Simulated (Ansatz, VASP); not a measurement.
# SiC (Moissanite): VASP beside Ansatz, part 2 of 3

Wanted: the spread between two codes on one cell, functional and k mesh. The cell is taken from a series of runs on this material, whose earlier steps may have relaxed, scaled, displaced or heated it; both programs get it as it stands.

VASP 6.6.1 and Ansatz 0.2.0.

So far: The starting structure; VASP: zone-centre phonons, LDA, pair 1.

**2. VASP: zone-centre phonons, LDA, pair 1 (continued)**

Level of this step: LDA; plane waves and PAW (C, Si) (VASP).

Numbers of over 12 decimals in the logs are rounded to 6 here.

OUTCAR, selected parts (step 2):

```text
ion  position               nearest neighbor table
   1  0.333  0.667  0.380-   4 1.88   4 1.88   4 1.88   3 1.90
   2  0.667  0.333  0.880-   3 1.88   3 1.88   3 1.88   4 1.90
   3  0.333  0.667  0.005-   2 1.88   2 1.88   2 1.88   1 1.90   4 3.09   4 3.09   4 3.09   4 3.09
                             4 3.09   4 3.09
   4  0.667  0.333  0.505-   1 1.88   1 1.88   1 1.88   2 1.90   3 3.09   3 3.09   3 3.09   3 3.09
                             3 3.09   3 3.09

  LATTYP: Found a hexagonal cell.
 ALAT       =     3.0764842850
 C/A-ratio  =     1.6414153616

 Subroutine GETGRP returns: Found 12 space group operations
 (whereof  6 operations were pure point group operations)

The static configuration has the point symmetry C_3v.
 The point group associated with its full space group is C_6v.

 Found     76 irreducible k-points:

   k-points           NKPTS =     76   k-points in BZ     NKDIM =     76   number of bands    NBANDS=     14

   dimension x,y,z NGX =    28 NGY =   28 NGZ =   40
   dimension x,y,z NGXF=    56 NGYF=   56 NGZF=   80

   ENCUT  =  600.0 eV  44.10 Ry    6.64 a.u.   6.14  6.14 10.09*2*pi/ulx,y,z

   NELECT =      16.0000    total number of electrons

 k-points in reciprocal lattice and weights: Automatic mesh
   0.00000000  0.00000000  0.00000000       0.001
   0.08333333 -0.00000000  0.00000000       0.007
   0.16666667 -0.00000000  0.00000000       0.007
   0.25000000 -0.00000000  0.00000000       0.007
   0.33333333  0.00000000  0.00000000       0.007
   0.41666667 -0.00000000  0.00000000       0.007
   0.50000000 -0.00000000  0.00000000       0.003
   0.08333333  0.08333333  0.00000000       0.007
   0.16666667  0.08333333  0.00000000       0.014
[...]
-1.538242142  2.664313545  0.000000000     0.000000000  0.375331200  0.000000000
     0.000000000  0.000000000  5.049788565     0.000000000  0.000000000  0.198028093

 POSITION                                       TOTAL-FORCE (eV/Angst)
 -----------------------------------------------------------------------------------
      0.00000      1.77621      1.92102        -0.000000     -0.000000      0.000379
      1.53824      0.88810      4.44591         0.000000      0.000000      0.000379
      0.00000      1.77621      0.02315         0.000000      0.000000     -0.000379
      1.53824      0.88810      2.54805         0.000000      0.000000     -0.000379
 -----------------------------------------------------------------------------------
    total drift:                                0.000000     -0.000000     -0.000107

 MACROSCOPIC STATIC DIELECTRIC TENSOR (including local field effects in DFT)
 ------------------------------------------------------
           6.947897    -0.000000     0.000000
          -0.000000     6.947897     0.000000
           0.000000     0.000000     7.301581
 ------------------------------------------------------

 PIEZOELECTRIC TENSOR (including local field effects)  for field in x, y, z        (C/m^2)
          XX          YY          ZZ          XY          YZ          ZX
  --------------------------------------------------------------------------------
  x     0.00000     0.00000     0.00000     0.00000     0.00000     0.58676
  y    -0.00000    -0.00000    -0.00000     0.00000     0.58676     0.00000
  z     0.46915     0.46915    -0.81111     0.00000     0.00000     0.00000

 BORN EFFECTIVE CHARGES (including local field effects) (in |e|, cummulative output)
 ---------------------------------------------------------------------------------
 ion    1
    1    -2.66272     0.00000     0.00000
    2     0.00000    -2.66272     0.00000
    3     0.00000    -0.00000    -2.85983
 ion    2
    1    -2.66272    -0.00000     0.00000
    2    -0.00000    -2.66272     0.00000
    3     0.00000     0.00000    -2.85983
 ion    3
    1     2.66272     0.00000    -0.00000
    2     0.00000     2.66272     0.00000
    3     0.00000    -0.00000     2.85983
 ion    4
    1     2.66272     0.00000     0.00000
    2    -0.00000     2.66272     0.00000
    3     0.00000     0.00000     2.85983

 Eigenvectors and eigenvalues of the dynamical matrix
 ----------------------------------------------------

   1 f  =   24.673858 THz   155.030422 2PiTHz  823.031311 cm-1   102.042831 meV
             X         Y         Z           dx          dy          dz
      0.000000  1.776209  1.921017    -0.000000    0.000000    0.706552
      1.538242  0.888105  4.445911    -0.000000    0.000000   -0.706552
      0.000000  1.776209  0.023152     0.000000   -0.000000    0.027998
      1.538242  0.888105  2.548046     0.000000   -0.000000   -0.027998

   2 f  =   23.484544 THz   147.557742 2PiTHz  783.360069 cm-1    97.124226 meV
             X         Y         Z           dx          dy          dz
      0.000000  1.776209  1.921017    -0.591811    0.000004   -0.000000
      1.538242  0.888105  4.445911    -0.591811    0.000004    0.000000
      0.000000  1.776209  0.023152     0.386987   -0.000002   -0.000000
      1.538242  0.888105  2.548046     0.386987   -0.000002   -0.000000

   3 f  =   23.484544 THz   147.557742 2PiTHz  783.360069 cm-1    97.124226 meV
             X         Y         Z           dx          dy          dz
      0.000000  1.776209  1.921017     0.000004    0.591811   -0.000000
      1.538242  0.888105  4.445911     0.000004    0.591811    0.000000
      0.000000  1.776209  0.023152    -0.000002   -0.386987    0.000000
      1.538242  0.888105  2.548046    -0.000002   -0.386987    0.000000

   4 f  =   22.591697 THz   141.947817 2PiTHz  753.577890 cm-1    93.431709 meV
             X         Y         Z           dx          dy          dz
      0.000000  1.776209  1.921017    -0.000000   -0.000000    0.591784
      1.538242  0.888105  4.445911     0.000000    0.000000    0.591784
      0.000000  1.776209  0.023152    -0.000000   -0.000000   -0.387029
      1.538242  0.888105  2.548046     0.000000    0.000000   -0.387029

   5 f  =   22.412804 THz   140.823798 2PiTHz  747.610655 cm-1    92.691866 meV
             X         Y         Z           dx          dy          dz
      0.000000  1.776209  1.921017     0.607743   -0.000007    0.000000
      1.538242  0.888105  4.445911    -0.607743    0.000007    0.000000
      0.000000  1.776209  0.023152     0.361454   -0.000004   -0.000000
      1.538242  0.888105  2.548046    -0.361454    0.000004   -0.000000

   6 f  =   22.412804 THz   140.823798 2PiTHz  747.610655 cm-1    92.691866 meV
             X         Y         Z           dx          dy          dz
      0.000000  1.776209  1.921017     0.000007    0.607743    0.000000
      1.538242  0.888105  4.445911    -0.000007   -0.607743    0.000000
      0.000000  1.776209  0.023152     0.000004    0.361454   -0.000000
      1.538242  0.888105  2.548046    -0.000004   -0.361454   -0.000000

   7 f  =   17.617129 THz   110.691686 2PiTHz  587.644170 cm-1    72.858558 meV
             X         Y         Z           dx          dy          dz
      0.000000  1.776209  1.921017     0.000000   -0.000000    0.027998
      1.538242  0.888105  4.445911    -0.000000    0.000000   -0.027998
      0.000000  1.776209  0.023152    -0.000000    0.000000   -0.706552
      1.538242  0.888105  2.548046     0.000000    0.000000    0.706552

   8 f  =    7.762914 THz    48.775830 2PiTHz  258.942952 cm-1    32.104820 meV
             X         Y         Z           dx          dy          dz
      0.000000  1.776209  1.921017     0.361454   -0.000009    0.000000
      1.538242  0.888105  4.445911    -0.361454    0.000009    0.000000
      0.000000  1.776209  0.023152    -0.607743    0.000014    0.000000
      1.538242  0.888105  2.548046     0.607743   -0.000014   -0.000000

   9 f  =    7.762914 THz    48.775830 2PiTHz  258.942952 cm-1    32.104820 meV
             X         Y         Z           dx          dy          dz
      0.000000  1.776209  1.921017     0.000009    0.361454    0.000000
      1.538242  0.888105  4.445911    -0.000009   -0.361454    0.000000
      0.000000  1.776209  0.023152    -0.000014   -0.607743    0.000000
      1.538242  0.888105  2.548046     0.000014    0.607743    0.000000

  10 f/i=    0.000670 THz     0.004210 2PiTHz    0.022351 cm-1     0.002771 meV
             X         Y         Z           dx          dy          dz
      0.000000  1.776209  1.921017    -0.000000    0.000000    0.387029
      1.538242  0.888105  4.445911    -0.000000    0.000000    0.387029
      0.000000  1.776209  0.023152    -0.000000    0.000000    0.591784
      1.538242  0.888105  2.548046    -0.000000    0.000000    0.591784

  11 f/i=    0.000966 THz     0.006068 2PiTHz    0.032215 cm-1     0.003994 meV
             X         Y         Z           dx          dy          dz
      0.000000  1.776209  1.921017    -0.386397   -0.021376   -0.000000
      1.538242  0.888105  4.445911    -0.386397   -0.021376   -0.000000
      0.000000  1.776209  0.023152    -0.590908   -0.032690   -0.000000
      1.538242  0.888105  2.548046    -0.590908   -0.032690   -0.000000

  12 f/i=    0.000966 THz     0.006068 2PiTHz    0.032215 cm-1     0.003994 meV
             X         Y         Z           dx          dy          dz
      0.000000  1.776209  1.921017     0.021376   -0.386397    0.000000
      1.538242  0.888105  4.445911     0.021376   -0.386397    0.000000
      0.000000  1.776209  0.023152     0.032690   -0.590908    0.000000
      1.538242  0.888105  2.548046     0.032690   -0.590908    0.000000

 MACROSCOPIC STATIC DIELECTRIC TENSOR IONIC CONTRIBUTION
 ------------------------------------------------------
           3.265392    -0.000000    -0.000000
          -0.000000     3.265392     0.000000
          -0.000000     0.000000     4.070094
 ------------------------------------------------------

 ELASTIC MODULI CONTR FROM IONIC RELAXATION (kBar)
 Direction    XX          YY          ZZ          XY          YZ          ZX
 --------------------------------------------------------------------------------
 XX        -418.2757    224.6751    181.7940      0.0000     -0.0000     -0.0000
 YY         224.6751   -418.2757    181.7940     -0.0000      0.0000      0.0000
 ZZ         181.7940    181.7940   -341.4149      0.0000      0.0000     -0.0000
 XY           0.0000     -0.0000      0.0000   -321.4754     -0.0000      0.0000
 YZ          -0.0000      0.0000      0.0000     -0.0000   -107.5467      0.0000
 ZX          -0.0000      0.0000     -0.0000      0.0000      0.0000   -115.9762
 --------------------------------------------------------------------------------

 PIEZOELECTRIC TENSOR IONIC CONTR  for field in x, y, z        (C/m^2)
          XX          YY          ZZ          XY          YZ          ZX
  --------------------------------------------------------------------------------
  x    -0.00000     0.00000    -0.00000     0.00000     0.00000    -0.57906
  y     0.00000     0.00000     0.00000    -0.00000    -0.55762     0.00000
  z    -0.59063    -0.59063     1.10922    -0.00000    -0.00000     0.00000
```

The gap is read on the k-mesh alone, so it is an upper bound where the band edges lie off the mesh. Energies printed during the response cycles are not total energies of the cell.

**3. Ansatz: zone-centre phonons, LDA, pair 1**

Ansatz runs on its PAW soft_1 files.

The same cell, functional (in two slightly different forms) and mesh now go to Ansatz, which takes its cutoff from its data sets.

Input file input.yaml:

```yaml
crystal:
  lattice:
    - [3.076484285, 0.0, 0.0]
    - [-1.5382421425, 2.6643135451, 0.0]
    - [0.0, 0.0, 5.0497885651]
  atoms:
    - { symbol: C, position: [0.3333333333, 0.6666666667, 0.3804153219] }
    - { symbol: C, position: [0.6666666667, 0.3333333333, 0.8804153219] }
    - { symbol: Si, position: [0.3333333333, 0.6666666667, 0.0045846781] }
    - { symbol: Si, position: [0.6666666667, 0.3333333333, 0.5045846781] }
kpoints:
  mp_grid: { grid: [12, 12, 6] }
hamiltonian:
  xc: lda
  pseudopotentials: { kind: paw, azcp: { folder: soft_1 }, xc_functional: pbe }
scf:
  occupations: { method: fixed }
output:
  eigenvalues: true
phonons:
  method: dfpt
  dielectric: true
  rigid_motions: translations
```

The run is started by

```console
$ ansatz run input.yaml --threads 4 --pin off --max-ram 16384MiB --backend cpu --events-out ev --progress --plain --runs-dir out
```

The program printed:

```text
Engine: ansatz 0.2.0, x86_64-unknown-linux-gnu
Pseudopotentials: kind: paw
Pseudopotential: C, paw, valence charge 4, recommended cutoff 420 eV (normal), soft_1/C.paw.azcp
Pseudopotential: Si, paw, valence charge 4, recommended cutoff 420 eV (normal), soft_1/Si.paw.azcp
Functional definition: SPW92
  exchange = slater_x
  correlation = pw_c
Crystal: 4 atoms, lattice volume = 41.392 Å³
Basis set: ecut = 420 eV, 785 PW (Γ), exchange–correlation on 48×48×72 points (8 copies of the dense FFT grid, shifted against one another)
Bands: 12, of which v1, the nominal top of the filled ones, is band 8 counted from 1 (7 counted from 0)
Symmetry: 12 space group operations
k-points: 242 of 864 (irreducible under 2 space group operations, time reversal used)
Non-local potential: C, projectors of the file, l = 0: 2, l = 1: 2, l = 2: 1
Non-local potential: Si, projectors of the file, l = 0: 2, l = 1: 2, l = 2: 1
PAW form: soft (Blöchl's): semilocal exchange-correlation on the pseudo side does not see the compensation charge
PAW frozen core: C, regenerated for the run's functional, and the local potential with it (the file was generated under x = pbe(κ = 0.804, μ = 0.219515), c = pbe(β = 0.066725))
PAW frozen core: Si, regenerated for the run's functional, and the local potential with it (the file was generated under x = pbe(κ = 0.804, μ = 0.219515), c = pbe(β = 0.066725))
PAW one-centre angular grid: C, 110 points (default); XC on 64 Gauss nodes
PAW one-centre angular grid: Si, 110 points (default); XC on 64 Gauss nodes
Initial density: superposition of atomic densities (chi_scale 0.1, normalization cell, long waves kept (reshape's long-wave potential 0.00 eV rms))
Initial wavefunctions: pseudopotential atomic-orbital guess
Functional: x = slater, c = lda
SCF iter   1: F=—  HF=-1707.480513 eV  |F-HF|=—  |Δ(HF+E_count)|=         —  Δρ=1.38e-1  dr2=9.54e0  ethr=3.10e-3  ⟨swp⟩=4.3  Hψ=16953  notcnv=0  defer=452
preconditioner: auto → none  [insulator: Δε(μ)=4.382 eV  Ē_g=12.710 eV  n_scr=2 (ndim 8)  ℏωp=23.1 eV  f_vac=0.000  ε∞_Penn≈4.3]
SCF iter   2: F=—  HF=-1704.606134 eV  |F-HF|=—  |Δ(HF+E_count)|=    2.87e0  Δρ=5.01e-2  dr2=6.81e-1  ethr=3.10e-3  ⟨swp⟩=3.9  Hψ=8866  notcnv=0  defer=457
SCF iter   3: F=—  HF=-1704.406981 eV  |F-HF|=—  |Δ(HF+E_count)|=   1.99e-1  Δρ=1.87e-2  dr2=7.59e-2  ethr=3.10e-3  ⟨swp⟩=2.5  Hψ=6243  notcnv=0  defer=467
SCF iter   4: F=—  HF=-1704.389954 eV  |F-HF|=—  |Δ(HF+E_count)|=   1.70e-2  Δρ=1.42e-3  dr2=4.67e-4  ethr=4.74e-4  ⟨swp⟩=2.0  Hψ=3463  notcnv=0  defer=481
SCF iter   5: F=—  HF=-1704.390095 eV  |F-HF|=—  |Δ(HF+E_count)|=   1.41e-4  Δρ=1.78e-4  dr2=4.52e-6  ethr=2.92e-6  ⟨swp⟩=2.3  Hψ=4898  notcnv=0  defer=481
SCF iter   6: F=—  HF=-1704.390097 eV  |F-HF|=—  |Δ(HF+E_count)|=   2.39e-6  Δρ=3.62e-5  dr2=3.13e-7  ethr=2.82e-8  ⟨swp⟩=2.5  Hψ=4768  notcnv=0  defer=101
SCF iter   7: F=—  HF=-1704.390097 eV  |F-HF|=—  |Δ(HF+E_count)|=   3.30e-7  Δρ=6.87e-6  dr2=9.87e-9  ethr=1.95e-9  ⟨swp⟩=2.2  Hψ=4724  notcnv=0  defer=10
SCF iter   8: F=—  HF=-1704.390097 eV  |F-HF|=—  |Δ(HF+E_count)|=   2.59e-9  Δρ=1.55e-6  dr2=4.30e-10  ethr=6.17e-11  ⟨swp⟩=2.0  Hψ=4238  notcnv=0  defer=10
SCF iter   9: F=-1704.390097 eV  HF=-1704.390097 eV  |F-HF|=2.27e-13  |Δ(HF+E_count)|=  6.12e-11  Δρ=4.73e-8  dr2=7.02e-13  ethr=1.00e-12  ⟨swp⟩=8.6  Hψ=20335  notcnv=0
SCF 1 converged in 9 iterations: F = -1704.390097 eV  dr2 = 7.02e-13
  greatest PAW one-centre occupation: 0.640 electrons in one spin orbital (limit 2), on the C atom at site 1 (counted from 0), in its partial waves of l = 0
DFPT response loops at Γ: preconditioner auto → Resta (q_TF=auto, 2.329 Å⁻¹)  ε∞=5.3 (no band partly filled); β = 1.00, the filter's whole step (`scf.mixing.beta` (0.50) is not read by the response loops at its default; to damp them type it under 1.00, their step now; it binds the ground state too); Broyden in place of MSR1
── the response to a field inside a basis, on 12×12×6 k-points: an SCF that follows is theirs, and a resumed run solves both again ──
Bands: 9, of which v1, the nominal top of the filled ones, is band 8 counted from 1 (7 counted from 0)
k-points: 126 of 864 (irreducible under 4 space group operations, time reversal used)
Initial density: handed on by an earlier stage of this run
Initial wavefunctions: pseudopotential atomic-orbital guess (no wavefunctions were taken with the density)
Eigensolver: Dense (126 Hₖ)
SCF iter   1: F=—  HF=-1704.389567 eV  |F-HF|=—  |Δ(HF+E_count)|=         —  Δρ=1.33e-4  dr2=1.43e-6  ethr=1.00e-1
preconditioner: auto → none  [insulator: Δε(μ)=2.444 eV  Ē_g=10.054 eV  n_scr=2 (ndim 8)  ℏωp=23.1 eV  f_vac=0.000  ε∞_Penn≈6.3]
SCF iter   2: F=—  HF=-1704.389568 eV  |F-HF|=—  |Δ(HF+E_count)|=   3.03e-7  Δρ=6.37e-5  dr2=3.09e-7  ethr=8.95e-9
SCF iter   3: F=-1704.389568 eV  HF=-1704.389568 eV  |F-HF|=4.06e-8  |Δ(HF+E_count)|=   1.74e-7  Δρ=1.72e-5  dr2=6.46e-8  ethr=1.93e-9
SCF 1 converged in 3 iterations: F = -1704.389568 eV  dr2 = 6.46e-8
DFPT response loops at Γ: preconditioner auto → Resta (q_TF=auto, 2.329 Å⁻¹)  ε∞=5.0 (no band partly filled); β = 1.00, the filter's whole step (`scf.mixing.beta` (0.50) is not read by the response loops at its default; to damp them type it under 1.00, their step now; it binds the ground state too); Broyden in place of MSR1
SCF converged after 9 iterations
Free energy (F): -1704.390097 eV
Harris-Foulkes:  -1704.390097 eV  (|F-HF|=2.27e-13)
Internal energy: -1704.390097 eV  (E = F + TS)
E sigma→0 (E₀):  -1704.390097 eV
Fermi energy:    9.387220 eV
--- Per-component energies (eV) ---
  E_band       = 54.093413
  E_kinetic    = 266.615603
  E_local      = -196.001498  (includes V_loc(G=0)·N_el)
  E_nonlocal   = 94.291176
  E_hartree    = 63.970793
  E_xc         = -209.758332
  E_vxc        = -217.416451  (∫ρ·V_xc dr)
  E_paw        = -1155.094515  (= ΣΔE_a)
  E_vpaw       = -21.337107  (= ΣTr[D̂ρ^β])
  E_aug_tail   = 0.000095  (compensation charges beyond the density's cutoff)
  E_ewald      = -568.707746
  E_core_change = 0.294327  (= ΣΔE_core)
  E_smearing   = -0.000000  (= −TS)
  E_closure    = 0.000000  (closes the sum)
  Σ components = -1704.390097   (vs F -1704.390097, Δ=0.00e0)
--- Band table (eV; the first three rows and the last of 242) ---
  k-point 0: bands = [... 4 lower, 8.0710, 9.2745, 9.3872, 9.3872, 14.1388, 15.5791, 15.9456, 15.9456]
  k-point 1: bands = [... 4 lower, 8.1468, 8.5459, 9.2843, 9.2843, 14.2622, 15.9937, 15.9937, 16.1065]
  k-point 2: bands = [... 4 lower, 8.3615, 8.3615, 9.0155, 9.0155, 14.6265, 15.9508, 16.2008, 16.2008]
  k-point 241: bands = [... 4 lower, 4.7456, 4.7456, 7.3315, 7.3315, 14.1426, 14.1426, 16.1642, 16.1642]
--- Phonons (Γ-DFPT): 4 representative perturbations + reference, on 242 of 864 k-points (Σ response iterations 12) ---
  k mesh reduced under 2 symmetry operations, with k and −k counted as one. Each operation leaves every solved perturbation unchanged. A smaller set is not considered because the run solves the response to a homogeneous field
  ASR residual: 2.776e-5 → 0.000e0 eV/Å²; symmetrization residual: 5.722e-7 eV/Å²
  ASR residual per site (eV/Å²): 2.78e-5 2.78e-5 1.09e-5 1.09e-5
  Γ frequencies (cm⁻¹): 0.00 0.00 0.00 258.61 258.61 588.09 747.67 747.67 753.79 783.37 783.37 822.02
  ε∞ (high-frequency dielectric tensor):
        6.938767     0.000000    -0.000000
        0.000000     6.938767     0.000000
       -0.000000     0.000000     7.297765
  ε⁰ (static dielectric tensor: ions relaxed, cell fixed):
       10.242968    -0.000000     0.000000
       -0.000000    10.242968    -0.000000
        0.000000    -0.000000    11.407927
  ε⁰ − ε∞ (ionic part):
        3.304201    -0.000000     0.000000
       -0.000000     3.304201    -0.000000
        0.000000    -0.000000     4.110162
  softest optical mode at Γ: 258.61 cm⁻¹; the repairs (sum rule, projections) moved no ω² at Γ by more than (0.89 cm⁻¹)²
  Born effective charges Z* (e; rows j = field, columns β = displacement):
    site 0:
        -2.67858   -0.00000    0.00000
        -0.00000   -2.67858   -0.00000
        -0.00000   -0.00000   -2.87468
    site 1:
        -2.67858    0.00000   -0.00000
         0.00000   -2.67858    0.00000
         0.00000   -0.00000   -2.87468
    site 2:
         2.67858    0.00000    0.00000
        -0.00000    2.67858   -0.00000
         0.00000    0.00000    2.87468
    site 3:
         2.67858   -0.00000   -0.00000
        -0.00000    2.67858    0.00000
        -0.00000    0.00000    2.87468
  Z* charge neutrality: 7.277e-4 e pre-enforcement
  solved inside a basis spanned on kpoints, on 12×12×6 k-points, its susceptibility summed on 16×16×8: ε∞ is read to err by 2.3e-2, Z* by 1.1e-2 e (field_mesh: kpoints solves on kpoints); Z* is corrected for what the basis lacks
  optical modes at Γ without the LO–TO term, one row a degenerate level:
      ω (cm⁻¹)  modes    IR ((D/Å)²/amu)
        258.61      2             0.0000
        588.09      1             0.0000
        747.67      2             0.0000
[...]
optical modes at Γ + LO–TO along q̂ = [1.0000, 0.0000, 0.0000]:
      ω (cm⁻¹)  modes    IR ((D/Å)²/amu)
[...]
optical modes at Γ + LO–TO along q̂ = [0.0000, 1.0000, 0.0000]:
      ω (cm⁻¹)  modes    IR ((D/Å)²/amu)
[...]
822.02      1             0.0000
        951.78      1            39.3504
  optical modes at Γ + LO–TO along q̂ = [0.0000, 0.0000, 1.0000]:
      ω (cm⁻¹)  modes    IR ((D/Å)²/amu)
        258.61      2             0.0000
        588.09      1             0.0000
        747.67      2             0.0000
        783.37      2            78.7007
        822.02      1             0.0000
        942.46      1            45.3229
```

The column dr2 measures how far the density is from self-consistency, as an energy; F and HF (Harris–Foulkes) agree once it is small.

[end of part 2 of 3]

[Lines on the potential files, build, host, timing and source positions are cut from VASP's logs without a mark.]

[Logs are printed without paths, hosts, clocks, repeated set-up lines and the standing remarks that a program may print on its own settings, such as how far it seeks lower states.]

[Hosts, paths, dates, database ids (printed as entryN), source tags and the programs' standing remarks are cut or masked in the printed files.]
